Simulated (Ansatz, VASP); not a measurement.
## La2NCl3 (La2NCl3 (Ibam)) in two plane-wave programs

One calculation is typed for both programs; each brings its own data sets. How far apart do they land? The structure shown is the end of the Ansatz relaxation below.

Calculated with Ansatz 0.2.0; plane waves, with VASP 6.6.1 beside it; single point at PBEsol.

## 1. Starting point

The cell holds 216 atoms: 72 La, 36 N and 108 Cl. Its edges and angles: a = 18.209 Å, b = 20.488 Å, c = 16.468 Å, α = 114.5°, β = 111.6°, γ = 90.0°.

## 2. Ansatz: relaxation, PBEsol

Ansatz runs on its default PAW (the set named soft_2) files.

This run makes the geometry at which the two programs are then compared.

input.yaml reads:

```yaml
crystal:
  lattice:
    - [0.0, 0.0, 18.208901045]
    - [20.4877439904, 0.0, 0.0]
    - [-6.8292479968, 13.700480641, -6.0696336817]
  atoms:
    - { symbol: La, position: [0.1982070554, 0.3053907972, 0.0946211662] }
    - { symbol: La, position: [0.1351262779, 0.0279425361, 0.4053788338] }
    - { symbol: La, position: [0.3017929446, 0.2423100197, 0.4053788338] }
    - { symbol: La, position: [0.0315403888, 0.0910233136, 0.0946211662] }
    - { symbol: "N", position: [0.0833333333, 0.0, 0.0] }
    - { symbol: "N", position: [0.25, 0.0, 0.0] }
    - { symbol: Cl, position: [0.0833333333, 0.1666666667, 0.0] }
    - { symbol: Cl, position: [0.25, 0.1666666667, 0.0] }
    - { symbol: Cl, position: [0.2680594356, 0.3318986591, 0.3041783069] }
    - { symbol: Cl, position: [0.0652738977, 0.0014346742, 0.1958216931] }
    - { symbol: Cl, position: [0.2319405644, 0.1291131212, 0.1958216931] }
    - { symbol: Cl, position: [0.101392769, 0.2042202121, 0.3041783069] }
    - { symbol: La, position: [0.1982070554, 0.3053907972, 0.5946211663] }
    - { symbol: La, position: [0.1351262779, 0.0279425361, 0.9053788338] }
    - { symbol: La, position: [0.3017929446, 0.2423100197, 0.9053788338] }
    - { symbol: La, position: [0.0315403888, 0.0910233136, 0.5946211663] }
    - { symbol: "N", position: [0.0833333333, 0.0, 0.5] }
    - { symbol: "N", position: [0.25, 0.0, 0.5] }
    - { symbol: Cl, position: [0.0833333333, 0.1666666667, 0.5] }
    - { symbol: Cl, position: [0.25, 0.1666666667, 0.5] }
    - { symbol: Cl, position: [0.2680594356, 0.3318986591, 0.8041783069] }
    - { symbol: Cl, position: [0.0652738977, 0.0014346742, 0.6958216931] }
    - { symbol: Cl, position: [0.2319405644, 0.1291131212, 0.6958216931] }
    - { symbol: Cl, position: [0.101392769, 0.2042202121, 0.8041783069] }
    - { symbol: La, position: [0.1982070554, 0.6387241306, 0.0946211662] }
    - { symbol: La, position: [0.1351262779, 0.3612758694, 0.4053788338] }
    - { symbol: La, position: [0.3017929446, 0.5756433531, 0.4053788338] }
    - { symbol: La, position: [0.0315403888, 0.4243566469, 0.0946211662] }
    - { symbol: "N", position: [0.0833333333, 0.3333333333, 0.0] }
    - { symbol: "N", position: [0.25, 0.3333333333, 0.0] }
    - { symbol: Cl, position: [0.0833333333, 0.5, 0.0] }
    - { symbol: Cl, position: [0.25, 0.5, 0.0] }
    - { symbol: Cl, position: [0.2680594356, 0.6652319925, 0.3041783069] }
    - { symbol: Cl, position: [0.0652738977, 0.3347680075, 0.1958216931] }
    - { symbol: Cl, position: [0.2319405644, 0.4624464545, 0.1958216931] }
    - { symbol: Cl, position: [0.101392769, 0.5375535455, 0.3041783069] }
    - { symbol: La, position: [0.1982070554, 0.6387241306, 0.5946211663] }
    - { symbol: La, position: [0.1351262779, 0.3612758694, 0.9053788338] }
    - { symbol: La, position: [0.3017929446, 0.5756433531, 0.9053788338] }
    - { symbol: La, position: [0.0315403888, 0.4243566469, 0.5946211663] }
    - { symbol: "N", position: [0.0833333333, 0.3333333333, 0.5] }
    - { symbol: "N", position: [0.25, 0.3333333333, 0.5] }
    - { symbol: Cl, position: [0.0833333333, 0.5, 0.5] }
    - { symbol: Cl, position: [0.25, 0.5, 0.5] }
    - { symbol: Cl, position: [0.2680594356, 0.6652319925, 0.8041783069] }
    - { symbol: Cl, position: [0.0652738977, 0.3347680075, 0.6958216931] }
    - { symbol: Cl, position: [0.2319405644, 0.4624464545, 0.6958216931] }
    - { symbol: Cl, position: [0.101392769, 0.5375535455, 0.8041783069] }
    - { symbol: La, position: [0.1982070554, 0.9720574639, 0.0946211662] }
    - { symbol: La, position: [0.1351262779, 0.6946092028, 0.4053788338] }
    - { symbol: La, position: [0.3017929446, 0.9089766864, 0.4053788338] }
    - { symbol: La, position: [0.0315403888, 0.7576899803, 0.0946211662] }
    - { symbol: "N", position: [0.0833333333, 0.6666666667, 0.0] }
    - { symbol: "N", position: [0.25, 0.6666666667, 0.0] }
    - { symbol: Cl, position: [0.0833333333, 0.8333333333, 0.0] }
    - { symbol: Cl, position: [0.25, 0.8333333333, 0.0] }
    - { symbol: Cl, position: [0.2680594356, 0.9985653258, 0.3041783069] }
    - { symbol: Cl, position: [0.0652738977, 0.6681013409, 0.1958216931] }
    - { symbol: Cl, position: [0.2319405644, 0.7957797879, 0.1958216931] }
    - { symbol: Cl, position: [0.101392769, 0.8708868788, 0.3041783069] }
    - { symbol: La, position: [0.1982070554, 0.9720574639, 0.5946211663] }
    - { symbol: La, position: [0.1351262779, 0.6946092028, 0.9053788338] }
    - { symbol: La, position: [0.3017929446, 0.9089766864, 0.9053788338] }
    - { symbol: La, position: [0.0315403888, 0.7576899803, 0.5946211663] }
    - { symbol: "N", position: [0.0833333333, 0.6666666667, 0.5] }
    - { symbol: "N", position: [0.25, 0.6666666667, 0.5] }
    - { symbol: Cl, position: [0.0833333333, 0.8333333333, 0.5] }
    - { symbol: Cl, position: [0.25, 0.8333333333, 0.5] }
    - { symbol: Cl, position: [0.2680594356, 0.9985653258, 0.8041783069] }
[... 12 lines left out ...]
    - { symbol: Cl, position: [0.601392769, 0.3318986591, 0.3041783069] }
    - { symbol: Cl, position: [0.398607231, 0.0014346742, 0.1958216931] }
    - { symbol: Cl, position: [0.5652738977, 0.1291131212, 0.1958216931] }
    - { symbol: Cl, position: [0.4347261023, 0.2042202121, 0.3041783069] }
    - { symbol: La, position: [0.5315403888, 0.3053907972, 0.5946211663] }
    - { symbol: La, position: [0.4684596112, 0.0279425361, 0.9053788338] }
    - { symbol: La, position: [0.6351262779, 0.2423100197, 0.9053788338] }
    - { symbol: La, position: [0.3648737221, 0.0910233136, 0.5946211663] }
    - { symbol: "N", position: [0.4166666667, 0.0, 0.5] }
    - { symbol: "N", position: [0.5833333333, 0.0, 0.5] }
    - { symbol: Cl, position: [0.4166666667, 0.1666666667, 0.5] }
    - { symbol: Cl, position: [0.5833333333, 0.1666666667, 0.5] }
    - { symbol: Cl, position: [0.601392769, 0.3318986591, 0.8041783069] }
    - { symbol: Cl, position: [0.398607231, 0.0014346742, 0.6958216931] }
    - { symbol: Cl, position: [0.5652738977, 0.1291131212, 0.6958216931] }
    - { symbol: Cl, position: [0.4347261023, 0.2042202121, 0.8041783069] }
    - { symbol: La, position: [0.5315403888, 0.6387241306, 0.0946211662] }
    - { symbol: La, position: [0.4684596112, 0.3612758694, 0.4053788338] }
    - { symbol: La, position: [0.6351262779, 0.5756433531, 0.4053788338] }
    - { symbol: La, position: [0.3648737221, 0.4243566469, 0.0946211662] }
    - { symbol: "N", position: [0.4166666667, 0.3333333333, 0.0] }
    - { symbol: "N", position: [0.5833333333, 0.3333333333, 0.0] }
    - { symbol: Cl, position: [0.4166666667, 0.5, 0.0] }
    - { symbol: Cl, position: [0.5833333333, 0.5, 0.0] }
    - { symbol: Cl, position: [0.601392769, 0.6652319925, 0.3041783069] }
    - { symbol: Cl, position: [0.398607231, 0.3347680075, 0.1958216931] }
    - { symbol: Cl, position: [0.5652738977, 0.4624464545, 0.1958216931] }
    - { symbol: Cl, position: [0.4347261023, 0.5375535455, 0.3041783069] }
    - { symbol: La, position: [0.5315403888, 0.6387241306, 0.5946211663] }
    - { symbol: La, position: [0.4684596112, 0.3612758694, 0.9053788338] }
    - { symbol: La, position: [0.6351262779, 0.5756433531, 0.9053788338] }
    - { symbol: La, position: [0.3648737221, 0.4243566469, 0.5946211663] }
    - { symbol: "N", position: [0.4166666667, 0.3333333333, 0.5] }
    - { symbol: "N", position: [0.5833333333, 0.3333333333, 0.5] }
    - { symbol: Cl, position: [0.4166666667, 0.5, 0.5] }
    - { symbol: Cl, position: [0.5833333333, 0.5, 0.5] }
    - { symbol: Cl, position: [0.601392769, 0.6652319925, 0.8041783069] }
    - { symbol: Cl, position: [0.398607231, 0.3347680075, 0.6958216931] }
    - { symbol: Cl, position: [0.5652738977, 0.4624464545, 0.6958216931] }
    - { symbol: Cl, position: [0.4347261023, 0.5375535455, 0.8041783069] }
    - { symbol: La, position: [0.5315403888, 0.9720574639, 0.0946211662] }
    - { symbol: La, position: [0.4684596112, 0.6946092028, 0.4053788338] }
    - { symbol: La, position: [0.6351262779, 0.9089766864, 0.4053788338] }
    - { symbol: La, position: [0.3648737221, 0.7576899803, 0.0946211662] }
    - { symbol: "N", position: [0.4166666667, 0.6666666667, 0.0] }
    - { symbol: "N", position: [0.5833333333, 0.6666666667, 0.0] }
    - { symbol: Cl, position: [0.4166666667, 0.8333333333, 0.0] }
    - { symbol: Cl, position: [0.5833333333, 0.8333333333, 0.0] }
    - { symbol: Cl, position: [0.601392769, 0.9985653258, 0.3041783069] }
    - { symbol: Cl, position: [0.398607231, 0.6681013409, 0.1958216931] }
    - { symbol: Cl, position: [0.5652738977, 0.7957797879, 0.1958216931] }
    - { symbol: Cl, position: [0.4347261023, 0.8708868788, 0.3041783069] }
    - { symbol: La, position: [0.5315403888, 0.9720574639, 0.5946211663] }
    - { symbol: La, position: [0.4684596112, 0.6946092028, 0.9053788338] }
    - { symbol: La, position: [0.6351262779, 0.9089766864, 0.9053788338] }
    - { symbol: La, position: [0.3648737221, 0.7576899803, 0.5946211663] }
    - { symbol: "N", position: [0.4166666667, 0.6666666667, 0.5] }
    - { symbol: "N", position: [0.5833333333, 0.6666666667, 0.5] }
    - { symbol: Cl, position: [0.4166666667, 0.8333333333, 0.5] }
    - { symbol: Cl, position: [0.5833333333, 0.8333333333, 0.5] }
    - { symbol: Cl, position: [0.601392769, 0.9985653258, 0.8041783069] }
    - { symbol: Cl, position: [0.398607231, 0.6681013409, 0.6958216931] }
    - { symbol: Cl, position: [0.5652738977, 0.7957797879, 0.6958216931] }
    - { symbol: Cl, position: [0.4347261023, 0.8708868788, 0.8041783069] }
    - { symbol: La, position: [0.8648737221, 0.3053907972, 0.0946211662] }
    - { symbol: La, position: [0.8017929446, 0.0279425361, 0.4053788338] }
    - { symbol: La, position: [0.9684596112, 0.2423100197, 0.4053788338] }
    - { symbol: La, position: [0.6982070554, 0.0910233136, 0.0946211662] }
    - { symbol: "N", position: [0.75, 0.0, 0.0] }
    - { symbol: "N", position: [0.9166666667, 0.0, 0.0] }
    - { symbol: Cl, position: [0.75, 0.1666666667, 0.0] }
    - { symbol: Cl, position: [0.9166666667, 0.1666666667, 0.0] }
    - { symbol: Cl, position: [0.9347261023, 0.3318986591, 0.3041783069] }
    - { symbol: Cl, position: [0.7319405644, 0.0014346742, 0.1958216931] }
    - { symbol: Cl, position: [0.898607231, 0.1291131212, 0.1958216931] }
    - { symbol: Cl, position: [0.7680594356, 0.2042202121, 0.3041783069] }
    - { symbol: La, position: [0.8648737221, 0.3053907972, 0.5946211663] }
    - { symbol: La, position: [0.8017929446, 0.0279425361, 0.9053788338] }
    - { symbol: La, position: [0.9684596112, 0.2423100197, 0.9053788338] }
    - { symbol: La, position: [0.6982070554, 0.0910233136, 0.5946211663] }
    - { symbol: "N", position: [0.75, 0.0, 0.5] }
    - { symbol: "N", position: [0.9166666667, 0.0, 0.5] }
    - { symbol: Cl, position: [0.75, 0.1666666667, 0.5] }
    - { symbol: Cl, position: [0.9166666667, 0.1666666667, 0.5] }
    - { symbol: Cl, position: [0.9347261023, 0.3318986591, 0.8041783069] }
    - { symbol: Cl, position: [0.7319405644, 0.0014346742, 0.6958216931] }
    - { symbol: Cl, position: [0.898607231, 0.1291131212, 0.6958216931] }
    - { symbol: Cl, position: [0.7680594356, 0.2042202121, 0.8041783069] }
    - { symbol: La, position: [0.8648737221, 0.6387241306, 0.0946211662] }
    - { symbol: La, position: [0.8017929446, 0.3612758694, 0.4053788338] }
    - { symbol: La, position: [0.9684596112, 0.5756433531, 0.4053788338] }
    - { symbol: La, position: [0.6982070554, 0.4243566469, 0.0946211662] }
    - { symbol: "N", position: [0.75, 0.3333333333, 0.0] }
    - { symbol: "N", position: [0.9166666667, 0.3333333333, 0.0] }
    - { symbol: Cl, position: [0.75, 0.5, 0.0] }
    - { symbol: Cl, position: [0.9166666667, 0.5, 0.0] }
    - { symbol: Cl, position: [0.9347261023, 0.6652319925, 0.3041783069] }
    - { symbol: Cl, position: [0.7319405644, 0.3347680075, 0.1958216931] }
    - { symbol: Cl, position: [0.898607231, 0.4624464545, 0.1958216931] }
    - { symbol: Cl, position: [0.7680594356, 0.5375535455, 0.3041783069] }
    - { symbol: La, position: [0.8648737221, 0.6387241306, 0.5946211663] }
    - { symbol: La, position: [0.8017929446, 0.3612758694, 0.9053788338] }
    - { symbol: La, position: [0.9684596112, 0.5756433531, 0.9053788338] }
    - { symbol: La, position: [0.6982070554, 0.4243566469, 0.5946211663] }
    - { symbol: "N", position: [0.75, 0.3333333333, 0.5] }
    - { symbol: "N", position: [0.9166666667, 0.3333333333, 0.5] }
    - { symbol: Cl, position: [0.75, 0.5, 0.5] }
    - { symbol: Cl, position: [0.9166666667, 0.5, 0.5] }
    - { symbol: Cl, position: [0.9347261023, 0.6652319925, 0.8041783069] }
    - { symbol: Cl, position: [0.7319405644, 0.3347680075, 0.6958216931] }
    - { symbol: Cl, position: [0.898607231, 0.4624464545, 0.6958216931] }
    - { symbol: Cl, position: [0.7680594356, 0.5375535455, 0.8041783069] }
    - { symbol: La, position: [0.8648737221, 0.9720574639, 0.0946211662] }
    - { symbol: La, position: [0.8017929446, 0.6946092028, 0.4053788338] }
    - { symbol: La, position: [0.9684596112, 0.9089766864, 0.4053788338] }
    - { symbol: La, position: [0.6982070554, 0.7576899803, 0.0946211662] }
    - { symbol: "N", position: [0.75, 0.6666666667, 0.0] }
    - { symbol: "N", position: [0.9166666667, 0.6666666667, 0.0] }
    - { symbol: Cl, position: [0.75, 0.8333333333, 0.0] }
    - { symbol: Cl, position: [0.9166666667, 0.8333333333, 0.0] }
    - { symbol: Cl, position: [0.9347261023, 0.9985653258, 0.3041783069] }
    - { symbol: Cl, position: [0.7319405644, 0.6681013409, 0.1958216931] }
    - { symbol: Cl, position: [0.898607231, 0.7957797879, 0.1958216931] }
    - { symbol: Cl, position: [0.7680594356, 0.8708868788, 0.3041783069] }
    - { symbol: La, position: [0.8648737221, 0.9720574639, 0.5946211663] }
    - { symbol: La, position: [0.8017929446, 0.6946092028, 0.9053788338] }
    - { symbol: La, position: [0.9684596112, 0.9089766864, 0.9053788338] }
    - { symbol: La, position: [0.6982070554, 0.7576899803, 0.5946211663] }
    - { symbol: "N", position: [0.75, 0.6666666667, 0.5] }
    - { symbol: "N", position: [0.9166666667, 0.6666666667, 0.5] }
    - { symbol: Cl, position: [0.75, 0.8333333333, 0.5] }
    - { symbol: Cl, position: [0.9166666667, 0.8333333333, 0.5] }
    - { symbol: Cl, position: [0.9347261023, 0.9985653258, 0.8041783069] }
    - { symbol: Cl, position: [0.7319405644, 0.6681013409, 0.6958216931] }
    - { symbol: Cl, position: [0.898607231, 0.7957797879, 0.6958216931] }
    - { symbol: Cl, position: [0.7680594356, 0.8708868788, 0.8041783069] }
basis:
  ecutwfc: 420
  xc_grid: 2
hamiltonian:
  xc: pbesol
kpoints:
  mp_grid: { grid: [1, 1, 1] }
scf:
  occupations: { method: fermi_dirac, width: 0.01 }
  max_iter: 80
output:
  forces: true
relax:
  f_tol: 0.01
  max_steps: 60
  escape_saddle: false
checkpoint:
  write: "../pristine.symmetric.run"
  compress: false
  write_wavefunctions: false
  write_every: 100000
```

Started as:

```bash
$ ansatz run input.yaml --threads 12 --pin off --max-ram 56524MiB --backend cuda --events-out ev --progress --plain --runs-dir out
```

Log:

```text
Engine: ansatz 0.2.0, aarch64-unknown-linux-gnu
[...]
Pseudopotential: La, paw, valence charge 11, recommended cutoff 420 eV (normal), La.paw.azcp
Pseudopotential: N, paw, valence charge 5, recommended cutoff 420 eV (normal), N.paw.azcp
Pseudopotential: Cl, paw, valence charge 7, recommended cutoff 420 eV (normal), Cl.paw.azcp
Functional definition: PBEsol
[...]
Crystal: 216 atoms, lattice volume = 5111.092 Å³
Basis set: ecut = 420 eV, 99919 PW (Γ), exchange–correlation on 250×288×240 points (8 copies of the dense FFT grid, shifted against one another)
Bands: 1080, of which v1, the nominal top of the filled ones, is band 864 counted from 1 (863 counted from 0)
[...]
SCF 1 converged in 7 iterations: F = -572287.848236 eV  dr2 = 1.09e-6
[...]
relax step   1: F+E_penalty+E_count = -572287.84823644 eV  Δ(F+E_penalty+E_count) = +0.000e0 eV  max|allowed force component| = 3.317e-3 eV/Å  Δτ_max = 0.0000 Å  (7 SCF iters, dr2 threshold 2.50e-6 eV [...]
[...]
SCF iter   1: F=—  HF=-572287.848331 eV  |F-HF|=—  |Δ(HF+E_count)|=         —  Δρ=4.02e-6  dr2=1.10e-6  ethr=6.34e-11  ⟨swp⟩=1.0  Hψ=2492  notcnv=0  defer=204
preconditioner: auto → Resta (q_TF=auto, 2.277 Å⁻¹)  ε∞=4.2  [insulator: Δε(μ)=3.279 eV  Ē_g=11.498 eV  σ=0.010 eV  W_gap=1.00  n_scr=1012 (ndim 8)  ℏωp=20.7 eV  f_vac=0.030  D(μ)=0.00/eV (n_scr^D=0)  [...]
SCF iter   2: F=—  HF=-572287.848236 eV  |F-HF|=—  |Δ(HF+E_count)|=   9.47e-5  Δρ=2.16e-6  dr2=3.75e-7  ethr=6.34e-11  ⟨swp⟩=2.0  Hψ=1491  notcnv=0  defer=204
[...]
SCF 2 converged in 3 iterations: F = -572287.848237 eV  dr2 = 3.71e-8
relax step   2: F+E_penalty+E_count = -572287.84823658 eV  Δ(F+E_penalty+E_count) = -1.340e-7 eV  max|allowed force component| = 3.320e-3 eV/Å  Δτ_max = 0.0000 Å  (3 SCF iters, accepted)
SCF converged after 3 iterations
[...]
```

(Part 1 of 2 ends here.)

[Lines on the potential files, build, host, timing and source positions are cut from VASP's logs without a mark.]

[Logs are printed without paths, hosts, clocks, repeated set-up lines and the standing remarks that a program may print on its own settings, such as how far it seeks lower states.]

[Hosts, paths, dates, database ids (printed as entryN), source tags and the programs' standing remarks are cut or masked in the printed files.]
